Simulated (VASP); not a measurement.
A run of VASP 6.6.1 is set up as follows.

Contents of INCAR:

```
SYSTEM = BaMgSbF
  ALGO = Normal
  EDIFF = 1E-6
  EDIFFG = -0.01
  ENCUT = 600
  GGA = PE
  IBRION = 2
  ISIF = 3
  ISMEAR = 0
  KPAR = 2
  LASPH = .TRUE.
  LCHARG = .FALSE.
  LREAL = .FALSE.
  LWAVE = .FALSE.
  NELM = 80
  NSW = 90
  PREC = Accurate
  SIGMA = 0.03
```

Contents of KPOINTS:

```
k-points
0
G
  6 6 4
  0 0 0
```

File POSCAR:

```
BaMgSbF
1.0
    4.5733000000      0.0000000000      0.0000000000
    0.0000000000      4.5733000000      0.0000000000
    0.0000000000      0.0000000000      9.8184000000
Ba Sb Mg F
2 2 2 2
Direct
    0.5000000000      0.0000000000      0.1404600000
    0.0000000000      0.5000000000      0.8595400000
    0.5000000000      0.0000000000      0.6750100000
    0.0000000000      0.5000000000      0.3249900000
    0.5000000000      0.5000000000      0.5000000000
    0.0000000000      0.0000000000      0.5000000000
    0.5000000000      0.5000000000      0.0000000000
    0.0000000000      0.0000000000      0.0000000000
```

Potentials or basis: VASP PAW PBE potentials, release 64 (Ba_sv, Sb, Mg, F).

Run with:

```sh
$ cat potpaw_PBE.64/Ba_sv/POTCAR potpaw_PBE.64/Sb/POTCAR potpaw_PBE.64/Mg/POTCAR potpaw_PBE.64/F/POTCAR > POTCAR
$ mpirun -np 2 vasp_std > vasp.out
```

**Question.** Estimate the relaxed volume.

**Answer.** 26.77 Å³/atom.

**Question.** Estimate the band gap on the k mesh.

**Answer.** 1.22 eV, direct.

Step by step:
| step | energy change (eV) | largest force (eV/Å) | pressure (GPa) | volume (Å³) |
| --- | --- | --- | --- | --- |
| 1 | 0.0000 | 0.2115 | 2.04 | 205.35 |
| 2 | -0.0528 | 0.0661 | -0.31 | 215.21 |
| 3 | -0.0545 | 0.0276 | 0.01 | 213.68 |
| 4 | -0.0545 | 0.0320 | -0.02 | 213.85 |
| 5 | -0.0549 | 0.0307 | -0.03 | 213.94 |
| 6 | -0.0557 | 0.0232 | -0.03 | 214.20 |
| 7 | -0.0549 | 0.0153 | -0.05 | 214.70 |
| 8 | -0.0558 | 0.0192 | -0.04 | 214.33 |
| 9 | -0.0558 | 0.0117 | 0.04 | 213.97 |
| 10 | -0.0558 | 0.0112 | 0.02 | 214.07 |
| 11 | -0.0559 | 0.0029 | 0.01 | 214.14 |

Caveat: spin-orbit coupling is left out, which moves the levels of the heavy elements. A k mesh can miss the band edges.
